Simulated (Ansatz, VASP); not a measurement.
# Rh (Rh(111) film of 2 layers): VASP beside Ansatz, part 2 of 2

One calculation is typed for both programs; each brings its own data sets. How far apart do they land? Of the first pair: The structure shown is the start of the Ansatz relaxation below; VASP solves that cell, so the two are compared at the walk's first step.

VASP 6.6.1 and Ansatz 0.2.0.

So far. Step 3 (VASP: single point, PBEsol, start cell, pair 1): The run ends at a pressure of -3.15 GPa, with forces up to 0.74 eV/Å.

## 6. VASP: single point, PBEsol, relaxed cell, pair 2

Level of this step: PBEsol; plane waves and PAW (Rh_pv) (VASP).

The same cell, functional, mesh and smearing now go to VASP, with its own data sets.

INCAR reads:

```
SYSTEM = Rh
PREC = Accurate
ENCUT = 400
EDIFF = 1E-06
NELM = 120
ISMEAR = 0
SIGMA = 0.1
LREAL = .FALSE.
ALGO = Normal
GGA = PS
NBANDS = 21
LASPH = .TRUE.
LORBIT = 11
LWAVE = .FALSE.
LCHARG = .FALSE.
ISIF = 2
LDIPOL = .TRUE.
IDIPOL = 3
DIPOL = 0.5 0.5 0.234
LVHAR = .TRUE.
GGA_COMPAT = .FALSE.
NELMDL = -8
KPAR = 2
```

POSCAR reads:

```
Rh
1.0
    2.6007619233     -0.0000027941      0.0000000000
   -1.3003785419      2.2523272918      0.0000000000
    0.0000000000      0.0000000000     28.1878614963
Rh
2
Direct
    0.0000000000      0.0000000000      0.1957579849
    0.3333333333      0.6666666667      0.2723133514
```

KPOINTS reads:

```
Automatic mesh
0
Gamma
9 9 1
0 0 0
```

PAW data sets: Rh_pv (PBE family, release 64).

The run is started by

```sh
$ mpirun -np 2 vasp_std
```

Numbers of over 12 decimals in the logs are rounded to 6 here.

Log:

```text
[banner, memory and clock lines left out]
running    2 mpi-ranks, on    1 nodes
[...]
[... a notice as in an earlier step ...]

 LDA part: xc-table for (Slater+PW92), standard interpolation
 POSCAR, INCAR and KPOINTS ok, starting setup
[...]
entering main loop
       N       E                     dE             d eps       ncg     rms          rms(c)
DAV:   1     0.180790851292E+03    0.18079E+03   -0.16717E+04   680   0.975E+02
DAV:   2    -0.106014195941E+02   -0.19139E+03   -0.18522E+03   645   0.292E+02
DAV:   3    -0.155046712629E+02   -0.49033E+01   -0.46773E+01   595   0.481E+01
DAV:   4    -0.155796783052E+02   -0.75007E-01   -0.74650E-01   722   0.596E+00
[...]
DAV:  21    -0.145106836330E+02   -0.13227E-04   -0.73570E-07   417   0.198E-03    0.223E-04
DAV:  22    -0.145106882860E+02   -0.46530E-05   -0.13859E-07   368   0.111E-03    0.127E-04
DAV:  23    -0.145106892174E+02   -0.93143E-06   -0.24572E-08   352   0.574E-04
   1 F= -.14510689E+02 E0= -.14505702E+02  d E =-.997475E-02
```

OUTCAR, selected parts (step 6):

```text
  Total       -0.2461715     -0.2461715     -0.2292733      0.0000000      0.0000000      0.0000000
  in kB       -2.3886599     -2.3886599     -2.2246931      0.0000000      0.0000000      0.0000000
  external PRESSURE =      -2.3340043 kB  Pullay stress =       0.0000000 kB

 POSITION                                       TOTAL-FORCE (eV/Angst)
 -----------------------------------------------------------------------------------
      0.00000      0.00000      5.51800         0.000000     -0.000000      0.003194
      0.00000      1.50155      7.67593        -0.000000      0.000000     -0.003194
 -----------------------------------------------------------------------------------
    total drift:                                0.000000     -0.000000      0.000024

  FREE ENERGIE OF THE ION-ELECTRON SYSTEM (eV)
  ---------------------------------------------------
  free  energy   TOTEN  =       -14.5106892174 eV

  energy  without entropy=      -14.5007144658  energy(sigma->0) =      -14.50570184

[... 1 part as in an earlier step ...]

[... 2 further parts left out ...]
[key lines of the parts left out:]
E-fermi :  -2.3915
```

The run ends at a pressure of -0.23 GPa, with forces up to 0.0032 eV/Å.

## 7. Comparison

What differs besides the data sets and the points named for the pairs above, as far as they apply: the data sets hold 34 valence electrons in Ansatz (on its PAW soft_1 files) and 30 in VASP. Total energies have different zeros and are not compared.

The largest component of a force difference here is 3 meV/Å. Where the cell holds vacuum, a pressure given here is an average over it and none of the material.

## 8. Ansatz: relaxation, PBEsol

The two programs are compared at the cell with which this relaxation starts, whose forces are those of its first step.

The structure compared here is the start of the Ansatz relaxation; VASP solves that cell, so the two are compared at the walk's first step.

input.yaml reads:

```yaml
crystal:
  lattice:
    - [2.6007619233, -2.7941e-06, 0.0]
    - [-1.3003785419, 2.2523272918, 0.0]
    - [0.0, 0.0, 28.1878614963]
  atoms:
    - { symbol: Rh, position: [0.0, 0.0, 0.1957579849] }
    - { symbol: Rh, position: [0.3333333333, 0.6666666667, 0.2723133514] }
  periodic: [true, true, false]
kpoints:
  mp_grid: { grid: [15, 15, 1] }
hamiltonian:
  xc: pbesol
  pseudopotentials: { kind: paw, azcp: { folder: soft_1 }, xc_functional: pbe }
scf:
  occupations: { method: gaussian, width: 0.1 }
output:
  forces: true
  stress: true
  eigenvalues: true
  write_density: true
  write_potential: true
  elf: true
  volumetric_format: npy
relax:
  adjacent_minimum: "off"
  f_tol: 0.005
  max_steps: 80
  cell: { stress_2d_tol: 0.02 }
```

The run is started by

```sh
$ ansatz run input.yaml --threads 4 --pin off --max-ram 20480MiB --backend cpu --events-out ev --progress --plain --runs-dir out
```

Log:

```text
[...]
Crystal: 2 atoms, lattice volume = 165.118 Å³
Basis set: ecut = 420 eV, 3305 PW (Γ), exchange–correlation on 36×36×384 points (8 copies of the dense FFT grid, shifted against one another)
Bands: 21, of which v1, the nominal top of the filled ones, is band 17 counted from 1 (16 counted from 0)
Symmetry: 12 space group operations
[...]
k-points: 27 of 225
[...]
k-point 26: bands = [... 13 lower, -8.0808, -7.9025, -6.2706, -5.2879, -5.2879, 3.0379, 3.1672, 3.1672]
--- Relaxed structure (3 steps of the walk, 3 accepted, 1 SCFs on fresh bases) ---
[...]
cell:  # Å, volume = 164.9376 Å³
    - [2.599342, -2.7925682908883988e-6, 0]
    - [-1.299669, 2.251098, 0]
    - [0, 0, 28.1878614963]
  atoms:
    - { symbol: Rh, position: [9.255244477676023e-18, -5.0888607913720546e-17, 0.195773] }
    - { symbol: Rh, position: [0.333333, 0.666667, 0.272299] }
[key lines of the parts left out:]
SCF converged after 7 iterations
Free energy (F): -12675.812020 eV
Fermi energy:    -5.303788 eV
P = ½ c Tr σ = -0.0020 N/m
```

## 9. VASP: single point, PBEsol, start cell, pair 3

The same cell, functional, mesh and smearing now go to VASP, with its own data sets.

INCAR is that of step 6.

POSCAR reads:

```
Rh
1.0
    2.6007620000     -0.0000030000      0.0000000000
   -1.3003790000      2.2523270000      0.0000000000
    0.0000000000      0.0000000000     28.1878610000
Rh
2
Direct
    0.0000000000      0.0000000000      0.1957579896
    0.3333337377      0.6666669627      0.2723133550
```

KPOINTS reads:

```
Automatic mesh
0
Gamma
15 15 1
0 0 0
```

The run is started by

```sh
$ mpirun -np 2 vasp_std
```

Log:

```text
[... set-up lines as in an earlier step ...]
 entering main loop
       N       E                     dE             d eps       ncg     rms          rms(c)
DAV:   1     0.175073589618E+03    0.17507E+03   -0.16517E+04  1534   0.971E+02
DAV:   2    -0.104314996178E+02   -0.18551E+03   -0.17896E+03  1394   0.288E+02
DAV:   3    -0.155092764429E+02   -0.50778E+01   -0.48390E+01  1322   0.477E+01
DAV:   4    -0.155843323175E+02   -0.75056E-01   -0.74934E-01  1552   0.604E+00
[...]
DAV:  22    -0.145224989800E+02   -0.44165E-05   -0.14664E-07   811   0.120E-03    0.119E-04
DAV:  23    -0.145225004413E+02   -0.14612E-05   -0.46920E-08   777   0.775E-04    0.474E-05
DAV:  24    -0.145225007216E+02   -0.28038E-06   -0.10503E-08   867   0.375E-04
   1 F= -.14522501E+02 E0= -.14515074E+02  d E =-.148532E-01
```

OUTCAR, selected parts (step 9):

```text
  Total       -0.3246365     -0.3246364     -0.2606261      0.0000001      0.0000000     -0.0000000
  in kB       -3.1500253     -3.1500240     -2.5289173      0.0000008      0.0000000     -0.0000000
  external PRESSURE =      -2.9429889 kB  Pullay stress =       0.0000000 kB

 POSITION                                       TOTAL-FORCE (eV/Angst)
 -----------------------------------------------------------------------------------
      0.00000      0.00000      5.51800        -0.000000     -0.000000      0.017672
      0.00000      1.50155      7.67593         0.000000      0.000000     -0.017672
 -----------------------------------------------------------------------------------
    total drift:                               -0.000643     -0.000643     -0.000126

  FREE ENERGIE OF THE ION-ELECTRON SYSTEM (eV)
  ---------------------------------------------------
  free  energy   TOTEN  =       -14.5225007216 eV

  energy  without entropy=      -14.5076474838  energy(sigma->0) =      -14.51507410

[... 3 further parts left out ...]
[key lines of the parts left out:]
E-fermi :  -2.4400
```

The run ends at a pressure of -0.29 GPa, with forces up to 0.018 eV/Å.

## 10. Comparison

What differs besides the data sets and the points named for the pairs above, as far as they apply: the data sets hold 34 valence electrons in Ansatz (on its PAW soft_1 files) and 30 in VASP. Total energies have different zeros and are not compared.

The largest component of a force difference here is 2 meV/Å. Where the cell holds vacuum, a pressure given here is an average over it and none of the material.

## 11. Summary of results

| Quantity | Value |
| --- | --- |
| r.m.s. force difference (single point, PBEsol, start cell, pair 1) | 0.75 % of the r.m.s. force |
| r.m.s. force difference (single point, PBEsol, relaxed cell, pair 2) | 1.8 meV/Å |
| r.m.s. force difference (single point, PBEsol, start cell, pair 3) | 1.3 meV/Å |

The r.m.s. force difference is 0.75 % of the r.m.s. force (single point, PBEsol, start cell, pair 1), within the 3 % picked in this series as the mark of a large difference. The data sets hold unlike numbers of valence electrons (34 in Ansatz and 30 in VASP), so part of the differences may come from the potentials. 2 further pairs of this series are not shown here. How closely two codes agree says nothing of how well the functional describes the real material.

[Lines on the potential files, build, host, timing and source positions are cut from VASP's logs without a mark.]

[Logs are printed without paths, hosts, clocks, repeated set-up lines and the standing remarks that a program may print on its own settings, such as how far it seeks lower states.]

[Hosts, paths, dates, database ids (printed as entryN), source tags and the programs' standing remarks are cut or masked in the printed files.]
